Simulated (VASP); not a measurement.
Input:

```
BaS
1.0
    0.00000     3.19500     3.19500
    3.19500     0.00000     3.19500
    3.19500     3.19500     0.00000
Ba S
1 1
Direct
  0.00000   0.00000   0.00000
  0.50000   0.50000   0.50000
```

Method: PBE GGA, VASP's PBE PAW potentials (set 64) (plane waves; VASP). Numerical set-up: 400 eV cut-off, 5×5×5 Monkhorst-Pack mesh, Gaussian smearing of 0.050 eV, potentials Ba_sv S.

Task: What does the run give for the energy per atom (σ→0), pressure?

Result: 
| Quantity | Result |
|---|---|
| energy per atom (σ→0) | -5.092 eV/atom |
| pressure | 1.38 GPa |

Only differences to runs with the same potentials and settings are physical.

The compound is BaS in the rock salt structure. The cell was not relaxed at this level. The run is one of a series of settings (KPOINTS 5×5×5 Monkhorst-Pack mesh against the base run), some of them coarse on purpose.
